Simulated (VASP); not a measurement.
```
CELL_PARAMETERS angstrom
      4.77700     0.00000     0.00000
     -2.38850     4.13700     0.00000
      0.00000     0.00000     6.56694
ATOMIC_POSITIONS crystal
  Ta 0.00000 0.50000 0.33333
  Ta 0.50000 0.00000 0.00000
  Ta 0.50000 0.50000 0.66667
  Si 0.84137 0.68273 0.00000
  Si 0.15863 0.84137 0.66667
  Si 0.31727 0.15863 0.33333
  Si 0.15863 0.31727 0.00000
  Si 0.84137 0.15863 0.66667
  Si 0.68273 0.84137 0.33333
```

These are r2SCAN meta-GGA, VASP's PBE PAW potentials (set 64) (plane waves; VASP) values and carry that method's errors. Settings: 400 eV cut-off, 8×8×5 Γ-centred mesh, tetrahedra with Blöchl corrections, potentials Ta_pv Si.

Problem. Give the energies of bands 20 to 33 at the high-symmetry points, in eV from the Fermi level.

Solution. 
| band | Γ | M | K | A | L | H |
|---|---|---|---|---|---|---|
| 20 | -4.07 | -4.07 | -2.93 | -5.15 | -3.96 | -2.96 |
| 21 | -3.70 | -3.82 | -2.93 | -4.52 | -2.93 | -2.96 |
| 22 | -2.74 | -2.83 | -2.17 | -2.96 | -2.50 | -2.74 |
| 23 | -2.74 | -2.32 | -2.01 | -2.82 | -2.25 | -2.74 |
| 24 | -2.64 | -2.21 | -2.01 | -2.82 | -2.22 | -2.68 |
| 25 | -2.61 | -2.15 | -1.81 | -2.33 | -2.15 | -2.51 |
| 26 | -2.61 | -1.09 | -1.79 | -2.23 | -2.09 | -0.76 |
| 27 | -2.31 | -0.73 | -1.79 | -1.96 | -1.90 | -0.76 |
| 28 | -2.31 | -0.06 | 0.39 | -1.96 | -0.68 | -0.11 |
| 29 | -1.66 | -0.05 | 0.39 | 1.28 | -0.24 | -0.11 |
| 30 | 0.89 | 0.97 | 0.64 | 1.28 | 1.70 | 1.08 |
| 31 | 3.27 | 1.31 | 2.33 | 2.87 | 2.15 | 1.75 |
| 32 | 3.27 | 1.71 | 2.33 | 2.87 | 2.75 | 1.75 |
| 33 | 3.82 | 2.13 | 2.38 | 3.75 | 2.77 | 2.52 |

It has no gap at this level: it comes out as a metal or semimetal.

The structure comes from a computed database's TaSi2 entry (P6_422); how it stands against other phases isn't given here. It was relaxed first. The electron count is odd and the run is not spin-polarised, which forces a metal.
